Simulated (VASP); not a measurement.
Given:

```
Se
1.0
    1.97510    -3.42097     0.00000
    1.97510     3.42097     0.00000
    0.00000     0.00000     5.12090
Se
3
Direct
  0.00000   0.25584   0.66667
  0.74416   0.74416   0.00000
  0.25584   0.00000   0.33333
```

Method: LDA (Ceperley-Alder, Perdew-Zunger) with spin-orbit coupling, VASP's LDA PAW potentials (set 64) (plane waves; VASP 6.6.1). Numerical set-up: 400 eV cut-off, 6×6×4 Γ-centred mesh, Gaussian smearing of 0.050 eV, potentials Se.

Q: Give the energies of bands 11 to 24 at the high-symmetry points, in eV from the valence-band maximum.

A: 
```
band      Γ      M      K      A      L      H
----  -----  -----  -----  -----  -----  -----
11    -3.48  -4.27  -3.74  -3.24  -4.54  -6.04
12    -3.48  -4.27  -3.74  -3.24  -4.54  -6.04
13    -2.13  -4.12  -3.73  -1.66  -2.89  -1.39
14    -2.13  -4.12  -3.61  -1.66  -2.89  -1.39
15    -2.08  -1.59  -3.45  -1.51  -2.40  -0.21
16    -2.08  -1.59  -3.45  -1.51  -2.40  -0.21
17    -0.84  -1.14  -3.00  -1.42  -0.30  -0.06
18    -0.84  -1.14  -3.00  -1.42  -0.30   0.00
19     1.04   1.09   3.12   0.54   0.97   0.16
20     1.04   1.09   3.15   0.54   0.97   0.16
21     1.30   1.28   3.23   0.56   2.22   1.76
22     1.30   1.28   3.23   0.56   2.22   1.77
23     1.89   3.78   3.63   0.71   2.89   1.87
24     1.89   3.78   3.63   0.71   2.89   1.87
```

The gap is direct, 0.16 eV, from the valence maximum at H to the conduction minimum at H.

The compound is Se in the trig structure. It was relaxed first, which changed the volume by -15 %.
